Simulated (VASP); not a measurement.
# F2InH in VASP: a series of runs

One molecule, F2InH, is run at these levels: revPBE+D4, B3LYP+D3(BJ); tasks: single point.

Program: VASP 6.6.1. These are calculated values, not measurements. Logs are shortened: lines on timing, memory, paths and dates and some standing lists are left out, and cuts for length are marked.

### 1 The molecule as given

The cell holds a molecule in a box, 4 atoms: a = 13.000 Å, b = 12.000 Å, c = 11.000 Å, α = 90.00°, β = 90.00°, γ = 90.00°.

### 2 Single point, revPBE+D4

The input, INCAR:

```
PREC = Accurate ; ENCUT = 520
EDIFF = 1E-6 ; ISMEAR = 0
SIGMA = 0.01 ; LREAL = F
LASPH = T ; NELM = 60
ALGO = Normal ; ISIF = 2
LWAVE = F ; LCHARG = F
GGA = RE ; IVDW = 13
```

The input, KPOINTS:

```
Automatic mesh
0
Gamma
  1 1 1
```

The input, POSCAR:

```
InHF2
1.0
   13.0000000000      0.0000000000      0.0000000000
    0.0000000000     12.0000000000      0.0000000000
    0.0000000000      0.0000000000     11.0000000000
F In H
2 1 1
Cartesian
    4.9954499400      5.1048500400      5.8625000500
    8.0305500600      4.7689500000      6.4319999700
    6.7335499400      5.8874499600      5.5323999500
    7.0551500500      7.2730500000      4.6360000500
```

Potentials or basis: VASP PAW PBE potentials, release 64 (F, In_d, H).

The run is started by

```sh
$ cat potpaw_PBE.64/F/POTCAR potpaw_PBE.64/In_d/POTCAR potpaw_PBE.64/H/POTCAR > POTCAR
$ mpirun -np 1 vasp_gam > vasp.out
```

OUTCAR:

```text
PREC = Accurate
   ENCUT = 520
   EDIFF = 1E-6
   ISMEAR = 0
   LREAL = F
   LASPH = T
   NELM = 60
   ISIF = 2
   GGA = RE
   IVDW = 13

 ion  position               nearest neighbor table
   1  0.384  0.425  0.533-   3 1.93
   2  0.618  0.397  0.585-   3 1.93
   3  0.518  0.491  0.503-   4 1.68   1 1.93   2 1.93
   4  0.543  0.606  0.421-   3 1.68

  LATTYP: Found a simple orthorhombic cell.
 ALAT       =    11.0000000000
 B/A-ratio  =     1.0909090909
 C/A-ratio  =     1.1818181818

  Lattice vectors:

 A1 = (   0.0000000000,   0.0000000000, -11.0000000000)
 A2 = (   0.0000000000,  12.0000000000,   0.0000000000)
 A3 = (  13.0000000000,   0.0000000000,   0.0000000000)

Analysis of symmetry for initial positions (statically):
=====================================================================
 Subroutine PRICEL returns:
 Original cell was already a primitive cell.

 Routine SETGRP: Setting up the symmetry group for a
 simple orthorhombic supercell.

 Subroutine GETGRP returns: Found  1 space group operations
 (whereof  1 operations were pure point group operations)
 out of a pool of  8 trial point group operations.

The static configuration has the point symmetry C_1 .

Analysis of symmetry for dynamics (positions and initial velocities):
=====================================================================
 Subroutine PRICEL returns:
 Original cell was already a primitive cell.

 Routine SETGRP: Setting up the symmetry group for a
 simple orthorhombic supercell.

 Subroutine GETGRP returns: Found  1 space group operations
 (whereof  1 operations were pure point group operations)
 out of a pool of  8 trial point group operations.

The dynamic configuration has the point symmetry C_1 .

 Subroutine INISYM returns: Found  1 space group operations
 (whereof  1 operations are pure point group operations),
 and found     1 'primitive' translations

----------------------------------------------------------------------------------------

                                     Primitive cell

  volume of cell :    1716.0000

  direct lattice vectors                    reciprocal lattice vectors
    13.000000000  0.000000000  0.000000000     0.076923077  0.000000000  0.000000000
     0.000000000 12.000000000  0.000000000     0.000000000  0.083333333  0.000000000
     0.000000000  0.000000000 11.000000000     0.000000000  0.000000000  0.090909091

  length of vectors
    13.000000000 12.000000000 11.000000000     0.076923077  0.083333333  0.090909091

  position of ions in fractional coordinates (direct lattice)
     0.384265380  0.425404170  0.532954550
     0.617734620  0.397412500  0.584727270
     0.517965380  0.490620830  0.502945450
     0.542703850  0.606087500  0.421454550

  ion indices of the primitive-cell ions
   primitive index   ion index
                 1           1
                 2           2
                 3           3
                 4           4

----------------------------------------------------------------------------------------

 KPOINTS: Automatic mesh

Automatic generation of k-mesh.
 Grid dimensions read from file:
 generate k-points for:    1    1    1

 Generating k-lattice:

  Cartesian coordinates                     Fractional coordinates (reciprocal lattice)
     0.076923077  0.000000000  0.000000000     1.000000000  0.000000000  0.000000000
     0.000000000  0.083333333  0.000000000     0.000000000  1.000000000  0.000000000
     0.000000000  0.000000000  0.090909091     0.000000000  0.000000000  1.000000000

  Length of vectors
     0.076923077  0.083333333  0.090909091

  Shift w.r.t. Gamma in fractional coordinates (k-lattice)
     0.000000000  0.000000000  0.000000000

 Subroutine IBZKPT returns following result:
 ===========================================

 Found      1 irreducible k-points:

 Following reciprocal coordinates:
            Coordinates               Weight
  0.000000  0.000000  0.000000      1.000000
   k-points           NKPTS =      1   k-points in BZ     NKDIM =      1   number of bands    NBANDS=     18
   number of dos      NEDOS =    301   number of ions     NIONS =      4
   total plane-waves  NPLWV = 740880
   dimension x,y,z NGX =    98 NGY =   90 NGZ =   84
   dimension x,y,z NGXF=   196 NGYF=  180 NGZF=  168
   ions per type =               2   1   1
   NGX,Y,Z   is equivalent  to a cutoff of  12.53, 12.47, 12.70 a.u.
   NGXF,Y,Z  is equivalent  to a cutoff of  25.06, 24.94, 25.39 a.u.
 SYSTEM =  unknown system
   PREC   = accura    normal or accurate (medium, high low for compatibility)
   ISTART =      0    job   : 0-new  1-cont  2-samecut
   ICHARG =      2    charge: 1-file 2-atom 10-const
   ISPIN  =      1    spin polarized calculation?
   LNONCOLLINEAR =      F non collinear calculations
   LSORBIT =      F    spin-orbit coupling
   LASPH  =      T    aspherical Exc in radial PAW
   ENCUT  =  520.0 eV  38.22 Ry    6.18 a.u.  24.17 22.31 20.45*2*pi/ulx,y,z
   NELM   =     60;   NELMIN=  2; NELMDL= -5     # of ELM steps
   EDIFF  = 0.1E-05   stopping-criterion for ELM
   LREAL  =      F    real-space projection
   EDIFFG = 0.1E-04   stopping-criterion for IOM
   NSW    =      0    number of steps for IOM
   IBRION =     -1    ionic relax: 0-MD 1-quasi-New 2-CG
   NFREE  =      0    steps in history (QN), initial steepest desc. (CG)
   ISIF   =      2    stress and relaxation
   ISYM   =      2    0-nonsym 1-usesym 2-fastsym
   POTIM  = 0.5000    time-step for ionic-motion
   TEBEG  =    0.0;   TEEND  =   0.0 temperature during run
   PSTRESS=    0.0 pullay stress
   NELECT =      28.0000    total number of electrons
   NUPDOWN=      -1.0000    fix difference up-down
   EMIN   =  10.00;   EMAX   =-10.00  energy-range for DOS
   EFERMI =   0.00;   METHOD = LEGACY
   ISMEAR =     0;   SIGMA  =   0.01  broadening in eV -4-tet -1-fermi 0-gaus
   EFERMI_NEDOS =   21; number of points for ismear=-14 and -15
   IALGO  =     38    algorithm
   IMIX   =      4    mixing-type and parameters
     AMIX     =   0.40;   BMIX     =  1.00
     AMIX_MAG =   1.60;   BMIX_MAG =  1.00
  volume/ion in A,a.u.               =     429.00      2895.03
  Fermi-wavevector in a.u.,A,eV,Ry     =   0.415230  0.784670  2.345858  0.172416
  Thomas-Fermi vector in A             =   1.374036
   LORBIT       =      0    0 simple, 1 ext, 2 COOP (PROOUT), +10 PAW based schemes
   GGA     = RE    functional components
   LHFCALC =     F    Hartree Fock is set to
   AEXX    =    0.0000 exact exchange contribution
   IVDW    =    13    specifies the selected vdW correction
   LEPSILON=     F    determine dielectric tensor
   LRPA    =     F    only Hartree local field effects (RPA)
 non-spin polarized calculation
 Gauss-broadening in eV      SIGMA  =   0.01
  energy-cutoff  :      520.00
  volume of cell :     1716.00
 maximum number of plane-waves:     23131
 NGX is ok and might be reduce to    98
   NGX = 49   NGY = 45   NGZ = 41

 number of electron      28.0000007 magnetization

 Free energy of the ion-electron system (eV)
  ---------------------------------------------------
  ext. energy  EPLUGINS =         0.00000000
  ---------------------------------------------------
  free energy    TOTEN  =       -13.87670016 eV

  energy without entropy =      -13.87670016  energy(sigma->0) =      -13.87670016

 E-fermi :  -7.8578     XC(G=0):  -0.7167

 val. band max:       -7.9610038325   @ k =   0.0000   0.0000   0.0000
 cond. band min:      -2.4657486599   @ k =   0.0000   0.0000   0.0000
 fundamental gap:      5.4952551725
 Fermi energy:        -7.8577622945

 k-point     1 :       0.0000    0.0000    0.0000
  band No.  band energies     occupation
      1     -27.6313      2.00000
      2     -27.6046      2.00000
      3     -19.7992      2.00000
      4     -19.6609      2.00000
      5     -19.6551      2.00000
      6     -19.4898      2.00000
[... 10 lines left out ...]
     17      -0.4770      0.00000
     18      -0.2030      0.00000

------------------------ aborting loop because EDIFF is reached ----------------------------------------

  DFT-D4 for vdW energy calculation

  Edisp (eV):   -0.12769

  FORCE on cell =-STRESS in cart. coord.  units (eV):
  Direction    XX          YY          ZZ          XY          YZ          ZX
  --------------------------------------------------------------------------------------
  -------------------------------------------------------------------------------------
  Total       2.02805     1.00340     0.42984     0.02657    -0.76561     0.22478
  in kB       1.89353     0.93685     0.40133     0.02481    -0.71482     0.20987
  external pressure =        1.08 kB  Pullay stress =        0.00 kB

 VOLUME and BASIS-vectors are now :
 -----------------------------------------------------------------------------
  energy-cutoff  :      520.00
  volume of cell :     1716.00
      direct lattice vectors                 reciprocal lattice vectors
    13.000000000  0.000000000  0.000000000     0.076923077  0.000000000  0.000000000
     0.000000000 12.000000000  0.000000000     0.000000000  0.083333333  0.000000000
     0.000000000  0.000000000 11.000000000     0.000000000  0.000000000  0.090909091

 POSITION                                       TOTAL-FORCE (eV/Angst)
 -----------------------------------------------------------------------------------
      4.99545      5.10485      5.86250        -0.785854     -0.378116      0.166779
      8.03055      4.76895      6.43200         0.577525     -0.530088      0.427650
      6.73355      5.88745      5.53240         0.168524      0.733305     -0.482020
      7.05515      7.27305      4.63600         0.039805      0.174899     -0.112408
 -----------------------------------------------------------------------------------
    total drift:                                0.003199     -0.002143      0.000338

  FREE ENERGIE OF THE ION-ELECTRON SYSTEM (eV)
  ---------------------------------------------------
  free  energy   TOTEN  =       -14.0043857881 eV

  energy  without entropy=      -14.0043857881  energy(sigma->0) =      -14.00438579
```

Wall time 5.1 min (1 thread of Intel Xeon Platinum 8175M at 2.50GHz (Skylake/Cascade Lake), shared host); peak memory 1.2 GiB.

What came out:

```yaml
Free_energy: -14.0044 eV
Largest_force: 0.894 eV/Å
Gap_between_the_frontier_levels: 5.50 eV
Dispersion_energy_per_atom: -0.032 eV
```

Forces in eV/Å, atoms in the order of the input:
```
F   -0.786 -0.378  0.167
F    0.578 -0.530  0.428
In   0.169  0.733 -0.482
H    0.040  0.175 -0.112
```

Levels at points of the mesh, in eV from the valence-band top:
```
           k point  band 10  band 11  band 12  band 13  band 14  band 15  band 16  band 17  band 18
(0.00, 0.00, 0.00)    -1.05    -0.64    -0.31    -0.16     0.00     5.50     5.83     7.48     7.76
```

Caveat: the PAW data sets were made with another functional, which shifts forces and pressure a little; spin-orbit coupling is left out, which moves the levels of the heavy elements.

(Continued in part 2 of 2.)
